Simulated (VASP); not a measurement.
**Si: band structure with HSE06**

Crystal: Si.

```
Si
1.0
     0.00000    2.71550    2.71550
     2.71550    0.00000    2.71550
     2.71550    2.71550    0.00000
Si
2
Cartesian
  0.0000 0.0000 0.0000
  1.3578 1.3578 1.3578
```

```yaml
Program: VASP 6.6.1
Task: band structure
Functional: HSE06
Potentials_or_basis: VASP PAW PBE potentials, release 64 (Si)
Cutoff: 520 eV
k_mesh: 6 × 6 × 6
Occupations: fermi-dirac, width 0.02 eV
Spin: no spin polarisation
Grid_for_exact_exchange_PRECFOCK: Fast
Screening_parameter: 0.2 1/A
Further_INCAR_settings: ALGO = Normal; EDIFF = 1e-06
```

- Pressure: 0.2 GPa
- Band gap on the k mesh: 1.31 eV, indirect (least direct gap 3.34 eV)
- Band gap along the path: 1.17 eV, indirect (least direct gap 3.34 eV)

Levels at the corners of the path, in eV from the valence-band top:
| point | band 2 | band 3 | band 4 | band 5 | band 6 | band 7 |
| --- | --- | --- | --- | --- | --- | --- |
| Γ | 0.00 | 0.00 | 0.00 | 3.34 | 3.34 | 3.34 |
| X | -8.67 | -3.14 | -3.14 | 1.31 | 1.31 | 11.51 |
| X | -8.67 | -3.14 | -3.14 | 1.31 | 1.31 | 11.52 |
| W | -8.49 | -4.20 | -4.20 | 5.07 | 5.07 | 6.00 |
| W | -8.49 | -4.20 | -4.20 | 5.07 | 5.07 | 6.00 |
| K | -8.01 | -4.70 | -2.66 | 1.84 | 4.96 | 8.66 |
| K | -8.01 | -4.70 | -2.66 | 1.84 | 4.96 | 8.65 |
| Γ | 0.00 | 0.00 | 0.00 | 3.34 | 3.34 | 3.34 |
| Γ | 0.00 | 0.00 | 0.00 | 3.34 | 3.34 | 3.34 |
| L | -7.72 | -1.31 | -1.31 | 2.26 | 4.16 | 4.16 |
| L | -7.72 | -1.31 | -1.31 | 2.26 | 4.16 | 4.16 |
| U | -8.01 | -4.70 | -2.66 | 1.84 | 4.96 | 8.65 |
| U | -8.01 | -4.70 | -2.66 | 1.84 | 4.96 | 8.67 |
| W | -8.49 | -4.20 | -4.20 | 5.07 | 5.07 | 6.00 |
| W | -8.49 | -4.20 | -4.20 | 5.07 | 5.07 | 6.00 |
| L | -7.72 | -1.31 | -1.31 | 2.26 | 4.16 | 4.16 |
| L | -7.72 | -1.31 | -1.31 | 2.26 | 4.16 | 4.16 |
| K | -8.01 | -4.70 | -2.66 | 1.84 | 4.96 | 8.67 |
| U | -8.01 | -4.70 | -2.66 | 1.84 | 4.96 | 8.66 |
| X | -8.67 | -3.14 | -3.14 | 1.31 | 1.31 | 11.52 |

It took 7.6 min on 1 thread of Intel(R) Xeon(R) Platinum 8488C (Sapphire Rapids), on a shared host, peak memory 0.33 GiB.

Caveat: the PAW data sets were made with another functional, which shifts forces and pressure a little; the mesh misses the band edges, which the band path finds closer together.
